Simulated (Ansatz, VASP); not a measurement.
**Cross-check of GaFe3 between VASP and Ansatz**

Aim: how closely do two programs agree when they are given the same cell, functional and k mesh?

Calculated with Ansatz 0.2.0; plane waves, with VASP 6.6.1 beside it; relaxation of cell and atoms at PBEsol and single point at PBEsol.

### Step 1. Set-up

The structure is cubic, space group Pm-3m (No. 221). The conventional cell has a = 3.600 Å, b = 3.600 Å, c = 3.600 Å, α = 90.00°, β = 90.00°, γ = 90.00°. Nearest to Ga lie 12 Fe at 2.55 Å. Nearest to Fe lie 8 Fe at 2.55 Å and 4 Ga at 2.55 Å. Farther neighbours are not listed.

Coordinates:

```cif
data_structure
_symmetry_space_group_name_H-M 'Pm-3m'
_symmetry_Int_Tables_number 221
_cell_length_a 3.6001
_cell_length_b 3.6001
_cell_length_c 3.6001
_cell_angle_alpha 90.000
_cell_angle_beta 90.000
_cell_angle_gamma 90.000
_cell_volume 46.66
loop_
_atom_site_label
_atom_site_type_symbol
_atom_site_symmetry_multiplicity
_atom_site_Wyckoff_symbol
_atom_site_fract_x
_atom_site_fract_y
_atom_site_fract_z
_atom_site_occupancy
Ga1 Ga 1 a 0.00000 0.00000 0.00000 1
Fe1 Fe 3 c 0.50000 0.50000 0.00000 1
```

### Step 2. VASP: relaxation of cell and atoms, PBEsol

The relaxed volume is the usual yardstick between codes: its relative difference is about their pressure difference at one cell divided by the bulk modulus.

Lines of VASP's logs that name or quote its potential files are left out, and so is its time.

INCAR reads:

```
SYSTEM = GaFe3
PREC = Accurate
ENCUT = 350
EDIFF = 1E-06
NELM = 120
ISMEAR = 1
SIGMA = 0.15
LREAL = .FALSE.
ALGO = Normal
GGA = PS
NBANDS = 21
ISPIN = 2
MAGMOM = 0 3 3 3
LMAXMIX = 4
LORBIT = 11
LWAVE = .FALSE.
LCHARG = .FALSE.
KPAR = 3
IBRION = 2
NSW = 30
ISIF = 3
EDIFFG = -0.02
POTIM = 0.4
```

POSCAR reads:

```
GaFe3
1.0
    3.6001366522      0.0000000000      0.0000000000
    0.0000000000      3.6001366522      0.0000000000
    0.0000000000      0.0000000000      3.6001366522
Ga Fe
1 3
Direct
    0.0000000000      0.0000000000      0.0000000000
    0.5000000000      0.5000000000      0.0000000000
    0.5000000000      0.0000000000      0.5000000000
    0.0000000000      0.5000000000      0.5000000000
```

KPOINTS reads:

```
Automatic mesh
0
Gamma
7 7 7
0 0 0
```

The projector-augmented-wave data sets are Ga and Fe (PBE family, release 64).

Launch:

```bash
$ mpirun -np 3 vasp_std
```

Numbers of over 12 decimals in the logs are rounded to 6 here.

What it wrote:

```text
[banner, memory and clock lines left out]
running    3 mpi-ranks, on    1 nodes
 distrk:  each k-point on    1 cores,    3 groups
 distr:  one band on    1 cores,    1 groups

 POSCAR found type information on POSCAR GaFe
 POSCAR found :  2 types and       4 ions
|                                                                             |
|               ----> ADVICE to this user running VASP <----                  |
|                                                                             |
|     You enforced a specific xc type in the INCAR file but a different       |
|     [... a line on the potential file left out ...]
|     I HOPE YOU KNOW WHAT YOU ARE DOING!                                     |
|                                                                             |

 LDA part: xc-table for (Slater+PW92), standard interpolation
 POSCAR, INCAR and KPOINTS ok, starting setup
 FFT: planning ... GRIDC
 FFT: planning ... GRID_SOFT
 FFT: planning ... GRID
 WAVECAR not read
 entering main loop
       N       E                     dE             d eps       ncg     rms          rms(c)
DAV:   1     0.144570948690E+03    0.14457E+03   -0.96049E+03  1680   0.120E+03
DAV:   2    -0.272430728460E+02   -0.17181E+03   -0.16226E+03  1680   0.285E+02
DAV:   3    -0.344173927135E+02   -0.71743E+01   -0.66378E+01  1856   0.770E+01
DAV:   4    -0.345390377294E+02   -0.12165E+00   -0.12093E+00  1913   0.962E+00
DAV:   5    -0.345414691729E+02   -0.24314E-02   -0.24303E-02  1939   0.991E-01    0.213E+01
DAV:   6    -0.322698050696E+02    0.22717E+01   -0.43877E+01  1988   0.992E+01    0.154E+01
DAV:   7    -0.307516270131E+02    0.15182E+01   -0.73116E+00  1921   0.433E+01    0.661E+00
DAV:   8    -0.307247663063E+02    0.26861E-01   -0.23579E-01  1783   0.350E+00    0.283E+00
DAV:   9    -0.306766241992E+02    0.48142E-01   -0.76850E-02  2112   0.339E+00    0.880E-01
DAV:  10    -0.306762640567E+02    0.36014E-03   -0.31171E-03  1726   0.652E-01    0.388E-01
DAV:  11    -0.306759506947E+02    0.31336E-03   -0.64627E-04  2180   0.282E-01    0.121E-01
DAV:  12    -0.306759125725E+02    0.38122E-04   -0.10315E-04  1857   0.106E-01    0.610E-02
DAV:  13    -0.306759093547E+02    0.32178E-05   -0.87985E-06  2152   0.299E-02    0.191E-02
DAV:  14    -0.306759096602E+02   -0.30551E-06   -0.15367E-06  1157   0.165E-02
   1 F= -.30675910E+02 E0= -.30676833E+02  d E =-.306759E+02  mag=     6.8969
 curvature:   0.00 expect dE= 0.000E+00 dE for cont linesearch  0.000E+00
 trial: gam= 0.00000 g(F)=  0.000E+00 g(S)=  0.327E-04 ort = 0.000E+00 (trialstep = 0.100E+01)
 search vector abs. value=  0.327E-04
 reached required accuracy - stopping structural energy minimisation
```

Parts of OUTCAR (step 2):

```text
ion  position               nearest neighbor table
   1  0.000  0.000  0.000-   2 2.55   3 2.55   4 2.55   3 2.55   4 2.55   2 2.55   4 2.55   4 2.55
                             2 2.55   3 2.55   3 2.55   2 2.55
   2  0.500  0.500  0.000-   1 2.55   3 2.55   4 2.55   3 2.55   4 2.55   1 2.55   3 2.55   3 2.55
                             1 2.55   4 2.55   4 2.55   1 2.55
   3  0.500  0.000  0.500-   1 2.55   2 2.55   4 2.55   1 2.55   2 2.55   2 2.55   4 2.55   2 2.55
                             1 2.55   4 2.55   1 2.55   4 2.55
   4  0.000  0.500  0.500-   1 2.55   2 2.55   3 2.55   1 2.55   2 2.55   1 2.55   3 2.55   1 2.55
                             2 2.55   3 2.55   2 2.55   3 2.55

  LATTYP: Found a simple cubic cell.
 ALAT       =     3.6001366522

 Subroutine GETGRP returns: Found 48 space group operations
 (whereof 48 operations were pure point group operations)

The static configuration has the point symmetry O_h .

 Found     20 irreducible k-points:

   k-points           NKPTS =     20   k-points in BZ     NKDIM =     20   number of bands    NBANDS=     21

   dimension x,y,z NGX =    24 NGY =   24 NGZ =   24
   dimension x,y,z NGXF=    48 NGYF=   48 NGZF=   48

   ENCUT  =  350.0 eV  25.72 Ry    5.07 a.u.   5.49  5.49  5.49*2*pi/ulx,y,z

   NELECT =      27.0000    total number of electrons

 k-points in reciprocal lattice and weights: Automatic mesh
   0.00000000  0.00000000  0.00000000       0.003
   0.14285714  0.00000000  0.00000000       0.017
   0.28571429  0.00000000  0.00000000       0.017
   0.42857143  0.00000000  0.00000000       0.017
   0.14285714  0.14285714  0.00000000       0.035
   0.28571429  0.14285714  0.00000000       0.070
   0.42857143  0.14285714  0.00000000       0.070
   0.28571429  0.28571429  0.00000000       0.035
   0.42857143  0.28571429  0.00000000       0.070
[...]
0.42857143  0.42857143  0.28571429       0.070
   0.42857143  0.42857143  0.42857143       0.023

 average (electrostatic) potential at core
       1 -10.8235       2 -43.3299       3 -43.3299       4 -43.3299

 E-fermi :   5.6512

 spin component 1
 k-point     1 :       0.0000    0.0000    0.0000
  band No.  band energies     occupation
    ...
      9       3.8437      1.00000
     10       3.8437      1.00000
     11       4.5780      1.00000
     12       4.5780      1.00000
     13       5.1830      1.00005
     14       5.6513      0.49930
     15       5.6513      0.49930
     16       5.6513      0.49930
     17       6.0943     -0.00012
     18       6.0943     -0.00012
    ...

 k-point     2 :       0.1429    0.0000    0.0000
  band No.  band energies     occupation
    ...
     12       4.5742      1.00000
     13       5.0743      1.00000
     14       5.0829      1.00000
     15       5.0829      1.00000
     16       5.2261      1.00023
     17       5.6517      0.49725
     18       7.0530     -0.00000
     19       7.0530     -0.00000
     20      11.9715      0.00000
     21      13.3931      0.00000

 k-point     3 :       0.2857    0.0000    0.0000
  band No.  band energies     occupation
    ...
     12       4.3228      1.00000
     13       4.5213      1.00000
     14       4.5430      1.00000
     15       4.5430      1.00000
     16       4.8059      1.00000
     17       5.6524      0.49298
     18       8.5494     -0.00000
     19       8.5494     -0.00000
     20      12.2003      0.00000
     21      13.3369      0.00000

 k-point     4 :       0.4286    0.0000    0.0000
  band No.  band energies     occupation
    ...
     12       3.9156      1.00000
     13       4.1518      1.00000
     14       4.1518      1.00000
     15       4.2507      1.00000
     16       4.6825      1.00000
     17       5.6530      0.49004
     18      10.2392      0.00000
     19      10.2392      0.00000
     20      12.2883      0.00000
     21      12.6373      0.00000

 k-point     5 :       0.1429    0.1429    0.0000
  band No.  band energies     occupation
    ...
     12       4.4643      1.00000
     13       4.5062      1.00000
     14       4.9087      1.00000
     15       4.9800      1.00000
     16       5.5171      1.01036
     17       5.7130      0.18197
     18       6.5790     -0.00000
     19       7.6655     -0.00000
     20      12.4790      0.00000
     21      14.2120      0.00000

 k-point     6 :       0.2857    0.1429    0.0000
  band No.  band energies     occupation
    ...
     13       4.4559      1.00000
     14       4.4685      1.00000
     15       4.6803      1.00000
     16       5.0285      1.00000
     17       5.4519      1.03402
     18       7.4723     -0.00000
     19       8.9872      0.00000
     20      12.3491      0.00000
     21      12.7151      0.00000

  Total        0.0336229      0.0336229      0.0336229      0.0000000     -0.0000000      0.0000000
  in kB        1.1544864      1.1544864      1.1544864      0.0000000     -0.0000000      0.0000000
  external PRESSURE =       1.1544864 kB  Pullay stress =       0.0000000 kB

  energy-cutoff  :      350.00
  volume of cell :       46.66
      direct lattice vectors                 reciprocal lattice vectors
     3.600136652  0.000000000  0.000000000     0.277767234  0.000000000  0.000000000
     0.000000000  3.600136652  0.000000000     0.000000000  0.277767234  0.000000000
     0.000000000  0.000000000  3.600136652     0.000000000  0.000000000  0.277767234

 POSITION                                       TOTAL-FORCE (eV/Angst)
 -----------------------------------------------------------------------------------
      0.00000      0.00000      0.00000         0.000000      0.000000      0.000000
      1.80007      1.80007      0.00000         0.000000      0.000000      0.000000
      1.80007      0.00000      1.80007         0.000000      0.000000      0.000000
      0.00000      1.80007      1.80007         0.000000      0.000000      0.000000
 -----------------------------------------------------------------------------------
    total drift:                                0.000000     -0.000000     -0.000000

  FREE ENERGIE OF THE ION-ELECTRON SYSTEM (eV)
  ---------------------------------------------------
  free  energy   TOTEN  =       -30.6759096602 eV

  energy  without entropy=      -30.6786810729  energy(sigma->0) =      -30.67683346

 reached required accuracy - stopping structural energy minimisation

 total charge
# of ion       s       p       d       tot
------------------------------------------
    1        1.138   1.483   0.213   2.835
    2        0.463   0.535   6.273   7.271
    3        0.463   0.535   6.273   7.271
    4        0.463   0.535   6.273   7.271
--------------------------------------------------
tot          2.528   3.088  19.032  24.648

 magnetization (x)
# of ion       s       p       d       tot
------------------------------------------
    1       -0.020  -0.183   0.023  -0.179
    2        0.001  -0.008   2.330   2.323
    3        0.001  -0.008   2.330   2.323
    4        0.001  -0.008   2.330   2.323
--------------------------------------------------
tot         -0.018  -0.206   7.014   6.790

[... 6 further parts left out ...]
```

CONTCAR:

```
GaFe3
   1.00000000000000
     3.6001366521999998    0.0000000000000000    0.0000000000000000
     0.0000000000000000    3.6001366521999998    0.0000000000000000
     0.0000000000000000    0.0000000000000000    3.6001366521999998
  Ga              Fe
     1     3
Direct
     0.0000000000000000    0.0000000000000000    0.0000000000000000
     0.5000000000000000    0.5000000000000000    0.0000000000000000
     0.5000000000000000    0.0000000000000000    0.5000000000000000
     0.0000000000000000    0.5000000000000000    0.5000000000000000
```

The magnetic state follows from one typed start and may not be the lowest. LASPH is off, so gradient terms of the non-spherical density inside the spheres are left out; for open d or f shells this can shift gaps and moments. The data set Ga keeps the semicore shell frozen, which is cheaper and a little less accurate.

(Part 1 of 3 ends here.)

[Lines on the potential files, build, host, timing and source positions are cut from VASP's logs without a mark.]

[Logs are printed without paths, hosts, clocks, repeated set-up lines and the standing remarks that a program may print on its own settings, such as how far it seeks lower states.]

[Hosts, paths, dates, database ids (printed as entryN), source tags and the programs' standing remarks are cut or masked in the printed files.]
